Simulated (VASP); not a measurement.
```
CELL_PARAMETERS angstrom
      1.78137    -3.08541     0.00000
      1.78137     3.08541     0.00000
      0.00000     0.00000     5.62692
ATOMIC_POSITIONS crystal
  Gd 0.33333 0.66667 0.25000
  Gd 0.66667 0.33333 0.75000
```

Calculation: PBEsol GGA, VASP's PBE PAW potentials (set 64) (plane waves; VASP). Run with 400 eV cut-off, Gaussian smearing of 0.050 eV, potentials Gd_3.

The 4f electrons are frozen in the core of the lanthanide potential, so 4f levels, which can set the real gap, and their magnetism are missing.

**Question.** Give the energies of bands 7 to 12 at the high-symmetry points, in eV from the Fermi level.

**Answer.** 
```json
[
 {"band": "7", "Γ": "-4.84", "M": "-1.78", "K": "-1.13", "A": "-3.21", "L": "-1.98", "H": "-0.64"},
 {"band": "8", "Γ": "-2.21", "M": "-1.60", "K": "-0.54", "A": "-3.21", "L": "-1.98", "H": "-0.64"},
 {"band": "9", "Γ": "1.71", "M": "-1.13", "K": "-0.54", "A": "0.93", "L": "-0.10", "H": "-0.38"},
 {"band": "10", "Γ": "1.71", "M": "0.45", "K": "-0.26", "A": "0.93", "L": "-0.10", "H": "-0.38"},
 {"band": "11", "Γ": "1.74", "M": "1.40", "K": "1.15", "A": "1.62", "L": "2.09", "H": "0.76"},
 {"band": "12", "Γ": "2.01", "M": "1.64", "K": "1.15", "A": "1.62", "L": "2.09", "H": "0.76"}
]
```

It has no gap at this level: it comes out as a metal or semimetal.

The compound is Gd in the hcp structure. It was relaxed first, which changed the volume by -6 %.
